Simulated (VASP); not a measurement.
Input:

```
Ga
1.0
    2.26000    -3.83000     0.00000
    2.26000     3.83000     0.00000
    0.00000     0.00000     4.53000
Ga
4
Direct
  0.15490   0.84510   0.91900
  0.34510   0.65490   0.41900
  0.65490   0.34510   0.58100
  0.84510   0.15490   0.08100
```

Level of theory: PBE GGA, VASP's PBE PAW potentials (set 64) (plane waves; VASP 6.6.1). Run with 300 eV cut-off, 4×4×4 Γ-centred mesh, Fermi-Dirac smearing of 0.10 eV, potentials Ga_d.

At this cut-off the stress carries a Pulay error, which pulls relaxed volumes low.

**Question.** Which forces act on the atoms, in eV/Å?

**Answer.** 
| atom | Fx | Fy | Fz |
|---|---|---|---|
| Ga1 | 0.000 | -0.250 | -0.051 |
| Ga2 | 0.000 | 0.250 | -0.051 |
| Ga3 | 0.000 | -0.250 | 0.051 |
| Ga4 | 0.000 | 0.250 | 0.051 |

**Question.** Give the stress tensor in GPa (positive for a compressed cell).

**Answer.** 
```
2.98  0.00  0.00
0.00  2.45  0.00
0.00  0.00  0.50
```
The pressure is its mean diagonal, 1.98 GPa.

The structure is a typed Ga crystal. The cell was not relaxed at this level. The k-mesh is coarse (spacing up to 0.40 per Å, 2π included), so the numbers may not be converged in it.
